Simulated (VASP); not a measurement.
OSZICAR of a VASP run on FeAs (relaxed from the CsCl type structure, space group Pm-3m):

**OSZICAR**
```
       N       E                     dE             d eps       ncg     rms          rms(c)
DAV:   1     0.490120375815E+02    0.49012E+02   -0.51970E+03  4888   0.110E+03
DAV:   2    -0.111471476601E+02   -0.60159E+02   -0.57067E+02  4880   0.213E+02
DAV:   3    -0.138258555040E+02   -0.26787E+01   -0.25473E+01  5652   0.525E+01
DAV:   4    -0.138873259743E+02   -0.61470E-01   -0.61024E-01  5690   0.736E+00
DAV:   5    -0.138880572193E+02   -0.73124E-03   -0.72688E-03  5610   0.769E-01    0.127E+01
DAV:   6    -0.172348951064E+02   -0.33468E+01   -0.57218E+01  5544   0.119E+02    0.209E+01
DAV:   7    -0.125873543420E+02    0.46475E+01   -0.30227E+01  5728   0.837E+01    0.284E+00
DAV:   8    -0.126427242061E+02   -0.55370E-01   -0.45682E-01  5444   0.675E+00    0.119E+00
DAV:   9    -0.126509915879E+02   -0.82674E-02   -0.45142E-02  6748   0.266E+00    0.578E-01
DAV:  10    -0.126516390369E+02   -0.64745E-03   -0.17315E-03  6974   0.567E-01    0.235E-01
DAV:  11    -0.126517446035E+02   -0.10557E-03   -0.96093E-04  6584   0.371E-01    0.857E-02
DAV:  12    -0.126517512418E+02   -0.66383E-05   -0.16148E-04  6262   0.123E-01    0.286E-02
DAV:  13    -0.126517460676E+02    0.51742E-05   -0.10884E-05  5960   0.451E-02    0.119E-02
DAV:  14    -0.126517479125E+02   -0.18449E-05   -0.18051E-06  5972   0.141E-02    0.742E-03
DAV:  15    -0.126517483722E+02   -0.45969E-06   -0.37623E-07  4278   0.678E-03    0.156E-03
DAV:  16    -0.126517485020E+02   -0.12976E-06   -0.23148E-08  2588   0.226E-03    0.507E-04
DAV:  17    -0.126517484216E+02    0.80348E-07   -0.31770E-09  2574   0.700E-04
   1 F= -.12651748E+02 E0= -.12651748E+02  d E =0.000000E+00  mag=     0.9338
```

Question: Which electronic solver shows in the log?

Answer: It is blocked Davidson (ALGO = Normal, or the opening steps of other solvers). The INCAR had ALGO = Normal.

Question: How was spin treated?

Answer: Collinear spin (ISPIN = 2): the summary line carries one mag value, 0.93 μB in the cell.

Question: Can the final energy be trusted as converged?

Answer: The calculation finished and met its thresholds. It stopped with EDIFF = 1E-7, NELM = 100 (PBE GGA, plane waves, VASP's PBE PAW potentials (set 64)).

The structure was generated: FeAs was put into the CsCl type type (Pm-3m), which need not be its known phase. It was relaxed first, which changed the volume by -26 %.
